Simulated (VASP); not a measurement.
# GaSn (Fmmm) in VASP: density of states with BEEF-vdW

Aim: the density of states of GaSn with BEEF-vdW.

All numbers are computed with VASP 6.6.1; they aren't measurements. Logs are shortened: lines on timing, memory, paths and dates and some standing lists are left out, and cuts for length are marked.

### 1 The structure

Symmetry: Fmmm, No. 69, orthorhombic system. The conventional cell has a = 5.459 Å, b = 5.806 Å, c = 6.196 Å, α = 90.00°, β = 90.00°, γ = 90.00°. Around Ga (site symmetry mmm) lie 6 Sn at 2.73 to 3.10 Å. Sn (site symmetry mmm) is surrounded by 6 Ga at 2.73 to 3.10 Å.

The cell was built by a generator and needn't be a form met in nature.

### 2 Density of states, BEEF-vdW

POSCAR

```
GaSn
1.0
    0.0000000000      2.9028814200      3.0982155700
    2.7292512900      0.0000000000      3.0982155700
    2.7292512900      2.9028814200      0.0000000000
Ga Sn
1 1
Direct
    0.5000000000      0.5000000000      0.5000000000
    0.0000000000      0.0000000000      0.0000000000
```

INCAR.step1

```
SYSTEM = GaSn
  ALGO = Normal
  AMIX = 0.05
  EDIFF = 1E-6
  ENCUT = 520
  GGA = BF
  ISIF = 2
  ISMEAR = -5
  LASPH = .True.
  LCHARG = .True.
  LREAL = .False.
  LUSE_VDW = .True.
  LWAVE = .False.
  NBANDS = 20
  NELM = 80
  PREC = Accurate
  SIGMA = 0.05
  ZAB_VDW = -1.8867
```

KPOINTS.step1

```
k-points
0
Gamma
  8 8 8
  0 0 0
```

INCAR.step2

```
SYSTEM = GaSn
  ALGO = Normal
  AMIX = 0.05
  EDIFF = 1E-6
  ENCUT = 520
  GGA = BF
  ICHARG = 11
  ISIF = 2
  ISMEAR = -5
  LASPH = .True.
  LCHARG = .False.
  LORBIT = 10
  LREAL = .False.
  LUSE_VDW = .True.
  LWAVE = .False.
  NBANDS = 20
  NEDOS = 1001
  NELM = 80
  PREC = Accurate
  SIGMA = 0.05
  ZAB_VDW = -1.8867
```

KPOINTS.step2

```
k-points
0
Gamma
  12 12 12
  0 0 0
```

Potentials or basis: VASP PAW PBE potentials, release 64 (Ga_d, Sn_d).

Started as:

```bash
> cat potpaw_PBE.64/Ga_d/POTCAR potpaw_PBE.64/Sn_d/POTCAR > POTCAR
> cp INCAR.step1 INCAR
> cp KPOINTS.step1 KPOINTS
> mpirun -np 1 vasp_std > vasp.out
> cp INCAR.step2 INCAR
> cp KPOINTS.step2 KPOINTS
> mpirun -np 1 vasp_std > vasp.out
```

OUTCAR:

```text
SYSTEM = GaSn
   AMIX = 0.05
   EDIFF = 1E-6
   ENCUT = 520
   GGA = BF
   ICHARG = 11
   ISIF = 2
   ISMEAR = -5
   LASPH = .True.
   LORBIT = 10
   LREAL = .False.
   NELM = 80
   PREC = Accurate

 ion  position               nearest neighbor table
   1  0.500  0.500  0.500-   2 2.73   2 2.73   2 2.90   2 2.90   2 3.10   2 3.10
   2  0.000  0.000  0.000-   1 2.73   1 2.73   1 2.90   1 2.90   1 3.10   1 3.10

  LATTYP: Found a face centered orthorhombic cell.
 ALAT       =     5.4585025800
 B/A-ratio  =     1.0636182277
 C/A-ratio  =     1.1351888268

  Lattice vectors:

 A1 = (   0.0000000000,   2.9028814200,   3.0982155700)
 A2 = (   2.7292512900,   0.0000000000,   3.0982155700)
 A3 = (   2.7292512900,   2.9028814200,   0.0000000000)

Analysis of symmetry for initial positions (statically):
=====================================================================
 Subroutine PRICEL returns:
 Original cell was already a primitive cell.

 Routine SETGRP: Setting up the symmetry group for a
 face centered orthorhombic supercell.

 Subroutine GETGRP returns: Found  8 space group operations
 (whereof  8 operations were pure point group operations)
 out of a pool of  8 trial point group operations.

The static configuration has the point symmetry D_2h.

Analysis of symmetry for dynamics (positions and initial velocities):
=====================================================================
 Subroutine PRICEL returns:
 Original cell was already a primitive cell.

 Routine SETGRP: Setting up the symmetry group for a
 face centered orthorhombic supercell.

 Subroutine GETGRP returns: Found  8 space group operations
 (whereof  8 operations were pure point group operations)
 out of a pool of  8 trial point group operations.

The dynamic configuration has the point symmetry D_2h.

 Subroutine INISYM returns: Found  8 space group operations
 (whereof  8 operations are pure point group operations),
 and found     1 'primitive' translations

----------------------------------------------------------------------------------------

                                     Primitive cell

  volume of cell :      49.0924

  direct lattice vectors                    reciprocal lattice vectors
     0.000000000  2.902881420  3.098215570    -0.183200426  0.172242654  0.161383218
     2.729251290  0.000000000  3.098215570     0.183200426 -0.172242654  0.161383218
     2.729251290  2.902881420  0.000000000     0.183200426  0.172242654 -0.161383218

  length of vectors
     4.245663700  4.128892384  3.984411267     0.298788339  0.298788339  0.298788339

  position of ions in fractional coordinates (direct lattice)
     0.500000000  0.500000000  0.500000000
     0.000000000  0.000000000  0.000000000

  ion indices of the primitive-cell ions
   primitive index   ion index
                 1           1
                 2           2

----------------------------------------------------------------------------------------

 KPOINTS: k-points

Automatic generation of k-mesh.
 Grid dimensions read from file:
 generate k-points for:   12   12   12

 Generating k-lattice:

  Cartesian coordinates                     Fractional coordinates (reciprocal lattice)
    -0.015266702  0.014353554  0.013448602     0.083333333 -0.000000000  0.000000000
     0.015266702 -0.014353554  0.013448602    -0.000000000  0.083333333  0.000000000
     0.015266702  0.014353554 -0.013448602     0.000000000  0.000000000  0.083333333

  Length of vectors
     0.024899028  0.024899028  0.024899028

  Shift w.r.t. Gamma in fractional coordinates (k-lattice)
     0.000000000  0.000000000  0.000000000

 TETIRR: Found   1476 inequivalent tetrahedra from    10368

 Subroutine IBZKPT returns following result:
 ===========================================

 Found    280 irreducible k-points:

 Following reciprocal coordinates:
            Coordinates               Weight
  0.000000  0.000000  0.000000      1.000000
  0.083333  0.000000  0.000000      8.000000
  0.166667  0.000000  0.000000      8.000000
  0.250000  0.000000  0.000000      8.000000
  0.333333  0.000000  0.000000      8.000000
  0.416667  0.000000  0.000000      8.000000
[... 16 lines left out ...]
  0.500000  0.166667  0.000000      8.000000
 -0.416667  0.166667  0.000000      8.000000
 [... further k-points ...]
   k-points           NKPTS =    280   k-points in BZ     NKDIM =    280   number of bands    NBANDS=     20
   number of dos      NEDOS =   1001   number of ions     NIONS =      2
   total plane-waves  NPLWV =  30720
   dimension x,y,z NGX =    32 NGY =   32 NGZ =   30
   dimension x,y,z NGXF=    64 NGYF=   64 NGZF=   60
   ions per type =               1   1
   NGX,Y,Z   is equivalent  to a cutoff of  12.53, 12.88, 12.52 a.u.
   NGXF,Y,Z  is equivalent  to a cutoff of  25.06, 25.77, 25.03 a.u.
 SYSTEM =  GaSn
   PREC   = accura    normal or accurate (medium, high low for compatibility)
   ISTART =      0    job   : 0-new  1-cont  2-samecut
   ICHARG =     11    charge: 1-file 2-atom 10-const
   ISPIN  =      1    spin polarized calculation?
   LNONCOLLINEAR =      F non collinear calculations
   LSORBIT =      F    spin-orbit coupling
   LASPH  =      T    aspherical Exc in radial PAW
   ENCUT  =  520.0 eV  38.22 Ry    6.18 a.u.   7.89  7.68  7.41*2*pi/ulx,y,z
   NELM   =     80;   NELMIN=  2; NELMDL=  0     # of ELM steps
   EDIFF  = 0.1E-05   stopping-criterion for ELM
   LREAL  =      F    real-space projection
   EDIFFG = 0.1E-04   stopping-criterion for IOM
   NSW    =      0    number of steps for IOM
   IBRION =     -1    ionic relax: 0-MD 1-quasi-New 2-CG
   NFREE  =      0    steps in history (QN), initial steepest desc. (CG)
   ISIF   =      2    stress and relaxation
   ISYM   =      2    0-nonsym 1-usesym 2-fastsym
   POTIM  = 0.5000    time-step for ionic-motion
   TEBEG  =    0.0;   TEEND  =   0.0 temperature during run
   PSTRESS=    0.0 pullay stress
   NELECT =      27.0000    total number of electrons
   NUPDOWN=      -1.0000    fix difference up-down
   EMIN   =  10.00;   EMAX   =-10.00  energy-range for DOS
   EFERMI =   0.00;   METHOD = LEGACY
   ISMEAR =    -5;   SIGMA  =   0.05  broadening in eV -4-tet -1-fermi 0-gaus
   EFERMI_NEDOS =   21; number of points for ismear=-14 and -15
   IALGO  =     38    algorithm
   IMIX   =      4    mixing-type and parameters
     AMIX     =   0.05;   BMIX     =  1.00
     AMIX_MAG =   0.20;   BMIX_MAG =  1.00
  volume/ion in A,a.u.               =      24.55       165.65
  Fermi-wavevector in a.u.,A,eV,Ry     =   1.341296  2.534682 24.477898  1.799075
  Thomas-Fermi vector in A             =   2.469541
   LORBIT       =     10    0 simple, 1 ext, 2 COOP (PROOUT), +10 PAW based schemes
   GGA     = BF    functional components
   LHFCALC =     F    Hartree Fock is set to
   AEXX    =    0.0000 exact exchange contribution
   IVDW_NL    =     1    kernel type
   BPARAM     = 6.3000
   IVDW    =     0    specifies the selected vdW correction
   LEPSILON=     F    determine dielectric tensor
   LRPA    =     F    only Hartree local field effects (RPA)
 non-spin polarized calculation
 Fermi weights with tetrahedron method with Bloechl corrections
  energy-cutoff  :      520.00
  volume of cell :       49.09
 maximum number of plane-waves:      1342

 number of electron      27.0000001 magnetization

 Free energy of the ion-electron system (eV)
  ---------------------------------------------------
  ext. energy  EPLUGINS =         0.00000000
  ---------------------------------------------------
  free energy    TOTEN  =         0.16326577 eV

  energy without entropy =        0.16326577  energy(sigma->0) =        0.16326577

 E-fermi :   6.0411     XC(G=0): -10.2666

 val. band max:        6.3142938986   @ k =   0.0833   0.0833   0.0000
 cond. band min:       5.8188014494   @ k =  -0.2500   0.2500   0.2500
 fundamental gap:     -0.4954924492
 Fermi energy:         6.0411421253

 k-point     1 :       0.0000    0.0000    0.0000
  band No.  band energies     occupation
      1     -15.8270      2.00000
      2     -15.8216      2.00000
      3     -15.7968      2.00000
      4     -15.7959      2.00000
      5     -15.7931      2.00000
      6      -9.2558      2.00000
[... 12 lines left out ...]
     19      13.0499      0.00000
     20      13.4165      0.00000

 k-point     2 :       0.0833    0.0000    0.0000
  band No.  band energies     occupation
      1     -15.8265      2.00000
      2     -15.8213      2.00000
      3     -15.7965      2.00000
      4     -15.7946      2.00000
      5     -15.7924      2.00000
      6      -9.2569      2.00000
[... 12 lines left out ...]
     19      13.1048      0.00000
     20      13.4219      0.00000

 k-point     3 :       0.1667    0.0000    0.0000
  band No.  band energies     occupation
      1     -15.8254      2.00000
      2     -15.8207      2.00000
      3     -15.7960      2.00000
      4     -15.7908      2.00000
      5     -15.7897      2.00000
      6      -9.2609      2.00000
[... 12 lines left out ...]
     19      13.5272      0.00000
     20      13.6723      0.00000

 k-point     4 :       0.2500    0.0000    0.0000
  band No.  band energies     occupation
      1     -15.8242      2.00000
      2     -15.8202      2.00000
      3     -15.7955      2.00000
      4     -15.7871      2.00000
      5     -15.7838      2.00000
      6      -9.2694      2.00000
[... 429 lines left out ...]
 k-point    23 :       0.5000    0.1667    0.0000
  band No.  band energies     occupation
      1     -15.8256      2.00000
      2     -15.8185      2.00000
      3     -15.7912      2.00000
      4     -15.7803      2.00000
      5     -15.7758      2.00000
      6      -9.2853      2.00000
[... 12 lines left out ...]
     19      14.9022      0.00000
     20      17.5901      0.00000

 k-point    24 :      -0.4167    0.1667    0.0000
  band No.  band energies     occupation
      1     -15.8239      2.00000
      2     -15.8188      2.00000
      3     -15.7925      2.00000
      4     -15.7787      2.00000
      5     -15.7732      2.00000
      6      -9.2884      2.00000
[... 12 lines left out ...]
     19      16.1024      0.00000
     20      16.6710      0.00000

 [... further k-points ...]

------------------------ aborting loop because EDIFF is reached ----------------------------------------

  FORCE on cell =-STRESS in cart. coord.  units (eV):
  Direction    XX          YY          ZZ          XY          YZ          ZX
  --------------------------------------------------------------------------------------
  -------------------------------------------------------------------------------------
  Total        2.8366094      0.6022046     -0.7369441      0.0000000      0.0000000      0.0000000
  in kB       92.5754167     19.6535142    -24.0508655      0.0000000      0.0000000      0.0000000
  external PRESSURE =      29.3926885 kB  Pullay stress =       0.0000000 kB

 VOLUME and BASIS-vectors are now :
 -----------------------------------------------------------------------------
  energy-cutoff  :      520.00
  volume of cell :       49.09
      direct lattice vectors                 reciprocal lattice vectors
     0.000000000  2.902881420  3.098215570    -0.183200426  0.172242654  0.161383218
     2.729251290  0.000000000  3.098215570     0.183200426 -0.172242654  0.161383218
     2.729251290  2.902881420  0.000000000     0.183200426  0.172242654 -0.161383218

 POSITION                                       TOTAL-FORCE (eV/Angst)
 -----------------------------------------------------------------------------------
      2.72925      2.90288      3.09822        -0.000000      0.000000      0.000000
      0.00000      0.00000      0.00000         0.000000      0.000000      0.000000
 -----------------------------------------------------------------------------------
    total drift:                                0.000000     -0.000000      0.000000

  FREE ENERGIE OF THE ION-ELECTRON SYSTEM (eV)
  ---------------------------------------------------
  free  energy   TOTEN  =         0.1632657732 eV

  energy  without entropy=        0.1632657732  energy(sigma->0) =        0.16326577

Total vdW correction in eV:      4.7118995

 total charge

# of ion       s       p       d       tot
------------------------------------------
    1        1.014   0.634   9.946  11.595
    2        1.247   1.023   9.970  12.240
--------------------------------------------------
tot          2.262   1.657  19.916  23.835
```

It took 3.5 min on 1 thread of Intel Xeon Platinum 8488C (Sapphire Rapids), shared host; peak memory 0.58 GiB.

What came out:

- Valence electrons inside the program's atomic spheres: Ga 11.60; Sn 12.24

Levels at points of the mesh, in eV from the Fermi level:
```tsv
k point	band 11	band 12	band 13	band 14	band 15	band 16	band 17	band 18
(0.00, 0.00, 0.00)	-10.66	0.46	1.23	1.26	2.08	4.79	6.57	6.83
(0.50, 0.00, 0.00)	-7.68	-7.01	1.35	1.94	2.12	2.64	3.91	4.34
(0.50, 0.50, 0.00)	-8.02	-4.34	-2.18	-1.50	-0.79	3.91	8.97	11.33
(0.50, 0.00, 0.50)	-7.15	-4.34	-3.14	-2.16	-0.72	3.66	7.62	12.09
(0.00, 0.50, 0.50)	-6.24	-4.24	-4.13	-2.19	-1.46	3.30	8.45	10.59
```

States per cell in windows of 0.5 eV (zero at the Fermi level; states under -8 eV left out):
```
from (eV)  total  Sn2_p  Ga1_p  Ga1_s  Sn2_s  Sn2_d  Ga1_d
     -8.0   0.38   0.01   0.01   0.05   0.16   0.00   0.00
     -7.5   0.36   0.01   0.01   0.04   0.17   0.00   0.00
     -7.0   0.23   0.01   0.01   0.04   0.09   0.00   0.00
     -6.5   0.28   0.03   0.01   0.09   0.05   0.00   0.00
     -6.0   0.35   0.04   0.01   0.12   0.05   0.00   0.00
     -5.5   0.34   0.03   0.01   0.11   0.06   0.00   0.00
     -5.0   0.27   0.03   0.01   0.08   0.06   0.00   0.00
     -4.5   0.23   0.03   0.01   0.06   0.05   0.00   0.00
     -4.0   0.29   0.05   0.03   0.05   0.04   0.00   0.00
     -3.5   0.34   0.07   0.04   0.04   0.03   0.00   0.00
     -3.0   0.37   0.08   0.05   0.03   0.03   0.00   0.00
     -2.5   0.39   0.09   0.06   0.02   0.02   0.00   0.00
     -2.0   0.49   0.12   0.08   0.02   0.02   0.01   0.00
     -1.5   0.56   0.14   0.09   0.02   0.02   0.01   0.01
     -1.0   0.51   0.13   0.09   0.02   0.01   0.01   0.01
     -0.5   0.55   0.15   0.09   0.02   0.02   0.01   0.01
      0.0   0.54   0.14   0.09   0.02   0.02   0.01   0.01
      0.5   0.52   0.14   0.09   0.03   0.02   0.01   0.01
      1.0   0.49   0.14   0.07   0.03   0.02   0.01   0.01
      1.5   0.52   0.15   0.08   0.04   0.02   0.01   0.01
      2.0   0.42   0.10   0.08   0.03   0.01   0.02   0.01
      2.5   0.40   0.08   0.08   0.03   0.02   0.02   0.01
      3.0   0.36   0.07   0.08   0.02   0.02   0.02   0.01
      3.5   0.44   0.07   0.09   0.03   0.02   0.02   0.01
      4.0   0.54   0.08   0.10   0.03   0.02   0.03   0.02
      4.5   0.61   0.09   0.11   0.03   0.03   0.04   0.02
      5.0   0.59   0.08   0.11   0.02   0.03   0.04   0.02
      5.5   0.64   0.09   0.11   0.02   0.02   0.04   0.03
      6.0   0.68   0.10   0.12   0.02   0.02   0.05   0.03
      6.5   0.64   0.09   0.11   0.02   0.02   0.04   0.03
      7.0   0.67   0.10   0.12   0.02   0.02   0.05   0.03
      7.5   0.67   0.10   0.12   0.02   0.02   0.05   0.03
```

Caveat: the PAW data sets were made with another functional, which shifts forces and pressure a little; tetrahedron occupations give inexact forces and stress in metals.
